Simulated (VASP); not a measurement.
```yaml
crystal:
  lattice:
    - [0.00000, 3.05617, 3.05617]
    - [3.05617, 0.00000, 3.05617]
    - [3.05617, 3.05617, 0.00000]
  atoms:
    - { symbol: As, position: [0.25000, 0.25000, 0.25000] }
    - { symbol: In, position: [0.00000, 0.00000, 0.00000] }
```

All values below come from PBE GGA with D3 dispersion (Becke-Johnson damping), VASP's PBE PAW potentials (set 64) (plane waves; VASP). Settings: 400 eV cut-off, Gaussian smearing of 0.050 eV, potentials As In_d.

Task: Give the energies of bands 7 to 12 at the high-symmetry points, in eV from the Fermi level.

Result: 
```csv
band,Γ,X,U,L,W
7,-0.36,-5.70,-5.57,-5.60,-5.57
8,0.00,-2.22,-3.12,-0.94,-2.82
9,0.00,-2.22,-1.86,-0.94,-2.73
10,0.00,1.60,2.12,0.89,4.07
11,3.89,2.05,4.20,4.66,4.28
12,3.89,8.99,7.17,4.66,4.91
```

It has no gap at this level: it comes out as a metal or semimetal.

The structure comes from a measured InAs entry (F-43m) of the Crystallography Open Database, whose conditions weren't checked. It was relaxed first.
